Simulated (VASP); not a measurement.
# InAs: energy against volume

InAs (zinc blende, F-43m, 27.434 Å³/atom and stress up to 0.01 GPa in the relaxed cell, cube axes along x, y and z) under an equal strain ε along all three axes. LDA in VASP (plane waves, PAW), 480 eV, 10×10×10 Γ-centred mesh, Methfessel-Paxton smearing 0.10 eV; ions are relaxed, or left where forces stay under 0.02 eV/Å, within the symmetry of each cell.

Here V stands for volume and E for E less E0.

```
volume (Å³/atom)  E less E0 (meV/atom)  pressure (GPa)
----------------  --------------------  --------------
25.0382                              ?               ?
25.8206                          20.19            4.20
26.2178                          11.18            3.03
26.6191                           4.90            1.94
27.0245                           1.22            0.93
27.4339                           0.00           -0.01
27.8475                           1.11           -0.89
28.2652                           4.40           -1.69
28.6870                           9.77           -2.43
29.1131                          17.09           -3.12
```

Problem. Fit E against V with the third-order Birch-Murnaghan form, a cubic in V^(-2/3), and predict the withheld value at V = 25.0382.

Solution. With u = V^(-2/3) - 0.1100, the rows have u = 0.0044693, 0.0033102, 0.0021685, 0.0010439, -0.0000636, -0.0011548, -0.0022298, -0.0032888, -0.0043326. Least squares gives E = 0.010 + 156.1·u + 960531·u² + 3352672·u³. Residuals (row less fit): -0.003, 0.007, 0.001, -0.003, -0.004, 0.004, -0.001, 0.003, -0.002; standard error 0.005 (degrees of freedom: 5). Its minimum lies at u = -0.0000813, so V0 = (0.1099187)^(-3/2) = 27.44. There d²E/du² = 1919000 and d³E/du³ = 2.012e7, so B0 = (4/9) × 27.44^(-7/3) × 1919000 × 0.160218 = 60.2 GPa (the last factor turns the table's units into GPa), and B0' = 4 + (2/3) × 0.1099187 × (2.012e7)/1919000 = 4.8. B0' rests on the cubic coefficient alone and has a standard error of 0.1 from these residuals. At the withheld row, u = 0.0068417, so E = 0.010 + 156.1 × 0.0068417 + 960531 × 0.0068417² + 3352672 × 0.0068417³ = 47.113 meV/atom. The calculation gives 47.00 meV/atom, 0.113 meV/atom below the prediction (0.2 % of the range of E in the table). The row lies outside the fitted rows, so this is an extrapolation. The scatter of the fitted rows lies at the last printed digit.

This level leaves no gap over 0.05 eV at strain -2.00, -1.50, -1.00, -0.50, 0.00, 0.50, 1.00, 1.50, 2.00 %. Other structures, which can take over under pressure, weren't tried. The same form fitted to the pressure column gives B0' = 4.7; series where the two differ by over 0.4 aren't shown. Rows are the converged runs of the series near zero and its far end, less any whose ions stayed unrelaxed beside relaxed ones; series whose fitted rows scatter by over a few per cent of the range, as at a crossing or softening among them, aren't shown in this form.
